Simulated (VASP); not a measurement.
OSZICAR of a VASP run on KCl (rock salt):

OSZICAR:
```
       N       E                     dE             d eps       ncg     rms          rms(c)
DAV:   1     0.107383123551E+03    0.10738E+03   -0.71666E+03   384   0.118E+03
DAV:   2    -0.376553363782E+00   -0.10776E+03   -0.10266E+03   504   0.275E+02
DAV:   3    -0.663214982733E+01   -0.62556E+01   -0.62294E+01   480   0.624E+01
DAV:   4    -0.683735508533E+01   -0.20521E+00   -0.20503E+00   704   0.979E+00
DAV:   5    -0.683813830580E+01   -0.78322E-03   -0.78321E-03   496   0.625E-01    0.297E+00
DAV:   6    -0.649614796781E+01    0.34199E+00   -0.62807E-01   464   0.416E+00    0.244E+00
DAV:   7    -0.648599261451E+01    0.10155E-01   -0.18595E-01   476   0.260E+00    0.147E+00
DAV:   8    -0.651178058322E+01   -0.25788E-01   -0.35334E-02   460   0.167E+00    0.218E-01
DAV:   9    -0.651408980477E+01   -0.23092E-02   -0.32108E-03   480   0.420E-01    0.127E-01
DAV:  10    -0.651548457873E+01   -0.13948E-02   -0.17976E-03   388   0.391E-01    0.184E-02
DAV:  11    -0.651551560904E+01   -0.31030E-04   -0.64371E-05   592   0.573E-02    0.882E-03
DAV:  12    -0.651552800584E+01   -0.12397E-04   -0.14486E-05   444   0.350E-02    0.260E-03
DAV:  13    -0.651552970760E+01   -0.17018E-05   -0.26001E-06   460   0.146E-02    0.965E-04
DAV:  14    -0.651553002835E+01   -0.32076E-06   -0.40639E-07   348   0.588E-03
   1 F= -.65155300E+01 E0= -.65155300E+01  d E =-.651553E+01
```

Which electronic solver shows in the log?

It is blocked Davidson (ALGO = Normal, or the opening steps of other solvers). The INCAR had ALGO = Normal.

Can the final energy be trusted as converged?

Self-consistency was reached. It stopped with EDIFF = 1E-6, NELM = 100, NSW = 60 and EDIFFG = -0.01 after 1 ionic step (RPBE GGA, plane waves, VASP's PBE PAW potentials (set 64)).

The compound is KCl in the rock salt structure. It was relaxed first, which changed the volume by +14 %. The start is the result of an earlier pass.
